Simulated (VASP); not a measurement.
An input for Ansatz (written as the equivalent of a VASP run, and not itself run):

Ansatz 0.2 input:
```yaml
crystal:
  lattice:
    - [0.0000000, 3.5350000, 3.5350000]
    - [3.5350000, 0.0000000, 3.5350000]
    - [3.5350000, 3.5350000, 0.0000000]
  atoms:
    - { symbol: K, position: [0.0000000, 0.0000000, 0.0000000] }
    - { symbol: I, position: [0.5000000, 0.5000000, 0.5000000] }
kpoints:
  mp_grid: { grid: [4, 4, 4] }
hamiltonian:
  xc: pbe
  pseudopotentials: { kind: paw }
scf:
  occupations: { method: fermi_dirac, width: 0.05 }
  max_iter: 100
output: { forces: true, stress: true, eigenvalues: true }
```

Problem. Write the VASP files for the same calculation (PBE).

Solution. Several could match; the one computed here: 
POSCAR:
```
KI
1
    0.0000000000     3.5350000000     3.5350000000
    3.5350000000     0.0000000000     3.5350000000
    3.5350000000     3.5350000000     0.0000000000
K I
1 1
Direct
  0.0000000000   0.0000000000   0.0000000000
  0.5000000000   0.5000000000   0.5000000000
```

File KPOINTS:
```
Automatic mesh
0
Gamma
4 4 4
0 0 0
```

**INCAR**
```
ISMEAR = -1   ! Fermi-Dirac
PREC = Accurate
LREAL = .False.
SIGMA = 0.05   ! width (eV)
SYSTEM = KI
ENCUT = 300   ! plane-wave cut-off (eV)
GGA = PE   ! PBE
ISIF = 2   ! forces and stress, cell fixed
LMAXMIX = 4
LASPH = .True.
LWAVE = .False.
EDIFF = 1E-6   ! SCF stop (eV)
NELM = 100
LCHARG = .False.
ALGO = Normal   ! blocked Davidson
```

POTCAR, in this order: K_sv I (PBE.64 set). Program: vasp_std.

Limits of the translation: each code has its own PAW files, so the cut-off isn't converted (ENCUT is set for VASP's; basis.ecutwfc is left out, and Ansatz then takes the one that its files recommend); Ansatz stops its SCF on the density residual and VASP on the energy change (EDIFF).

The structure is a typed KI crystal (Fm-3m). The cell was not relaxed at this level.
